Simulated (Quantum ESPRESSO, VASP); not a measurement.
This is a calculation of Ti2Al for Quantum ESPRESSO 7.5. The cell comes from a database or a generator and needn't be the stable form of this composition.

File pw.in:

```
&CONTROL
  calculation = 'scf'
  prefix = 'pwscf'
  outdir = './tmp'
  pseudo_dir = './pseudo'
  tprnfor = .true.
  tstress = .true.
  disk_io = 'low'
/
&SYSTEM
  ibrav = 0
  nat = 3
  ntyp = 2
  ecutwfc = 55
  ecutrho = 440
  nbnd = 21
  occupations = 'smearing'
  smearing = 'fd'
  degauss = 0.00367493
/
&ELECTRONS
  conv_thr = 6d-10
  electron_maxstep = 120
  mixing_beta = 0.5
/
ATOMIC_SPECIES
Ti    47.8670 ti_pbe_v1.4.uspp.F.UPF
Al    26.9815 Al.pbe-n-kjpaw_psl.1.0.0.UPF
CELL_PARAMETERS angstrom
   1.5229874700    0.8792972200    7.3265433300
  -1.5229874700    0.8792972200    7.3265433300
   0.0000000000   -1.7585944500    7.3265433300
ATOMIC_POSITIONS crystal
Ti     0.2194267700    0.2194267700    0.2194267700
Ti     0.7805732300    0.7805732300    0.7805732300
Al     0.0000000000    0.0000000000    0.0000000000
K_POINTS automatic
10 10 10 0 0 0
```

The input pp_density.in:

```
&INPUTPP
  prefix = 'pwscf'
  outdir = './tmp'
  filplot = 'density.dat'
  plot_num = 0
/
&PLOT
  nfile = 1
  filepp(1) = 'density.dat'
  iflag = 3
  output_format = 6
  fileout = 'density.cube'
/
```

Contents of pp_potential.in:

```
&INPUTPP
  prefix = 'pwscf'
  outdir = './tmp'
  filplot = 'potential.dat'
  plot_num = 11
/
&PLOT
  nfile = 1
  filepp(1) = 'potential.dat'
  iflag = 3
  output_format = 6
  fileout = 'potential.cube'
/
```

Potentials or basis: SSSP 1.3 efficiency PBE.

The run is started by

```console
$ OMP_NUM_THREADS=1 pw.x -in pw.in > pw.out
$ OMP_NUM_THREADS=1 pp.x -in pp_density.in > pp_density.out
$ OMP_NUM_THREADS=1 pp.x -in pp_potential.in > pp_potential.out
```

Question: Set up the same calculation for VASP 6.6.1. Potentials or basis there: PBE PAW files Al, Ti_sv, 520 eV.

Answer: As run (cutoffs and basis follow the program's own potentials, and thresholds, step limits or extra output files can differ):

The input INCAR:

```
SYSTEM = Ti2Al
PREC = Accurate
ENCUT = 520
EDIFF = 1E-7
ISMEAR = -1
SIGMA = 0.05
LREAL = .False.
LASPH = .True.
NELM = 100
ALGO = Normal
ISIF = 2
LWAVE = .False.
LCHARG = .False.
GGA = PE
NBANDS = 20
```

KPOINTS

```
Automatic mesh
0
Gamma
  10 10 10
  0 0 0
```

File POSCAR:

```
Ti2Al
1.0
    1.5229874700      0.8792972200      7.3265433300
   -1.5229874700      0.8792972200      7.3265433300
    0.0000000000     -1.7585944500      7.3265433300
Ti Al
2 1
Direct
    0.2194267700      0.2194267700      0.2194267700
    0.7805732300      0.7805732300      0.7805732300
    0.0000000000      0.0000000000      0.0000000000
```

Potentials or basis: VASP PAW PBE potentials, release 64 (Ti_sv, Al).

The run is started by

```bash
$ cat potpaw_PBE.64/Ti_sv/POTCAR potpaw_PBE.64/Al/POTCAR > POTCAR
$ mpirun -np 1 vasp_std > vasp.out
```

Both were run:

|  | Quantum ESPRESSO | VASP |
| --- | --- | --- |
| Pressure | -10.8 GPa | -10.9 GPa |

The cell lies far from this level's equilibrium.

Pressure is positive in compression.
